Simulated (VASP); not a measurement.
```xyz
4
Lattice="4.3405 0.0000 0.0000 -2.1703 3.7590 0.0000 0.0000 0.0000 5.0837" Properties=species:S:1:pos:R:3 pbc="T T T"
Ba     0.0000     2.5060     0.4986
Al    -2.1703     3.7590     3.2283
Ge     2.1703     1.2530     2.8237
H     -2.1703     3.7590     4.9691
```

Calculation: PBEsol GGA, VASP's PBE PAW potentials (set 64) (plane waves; VASP 6.6.1). Numerical set-up: 400 eV cut-off, 13×13×10 Γ-centred mesh, Gaussian smearing of 0.010 eV, potentials Ba_sv Al Ge_d H.

Task: What does the run give for the energy per atom (σ→0)?

Result: 
```json
{
 "energy per atom (σ→0)": "-4.159 eV/atom"
}
```

Only differences to runs with the same potentials and settings are physical.

The structure comes from a computed database's BaAlGeH entry (P3m1); how it stands against other phases isn't given here. It was relaxed first, which changed the volume by -5 %.
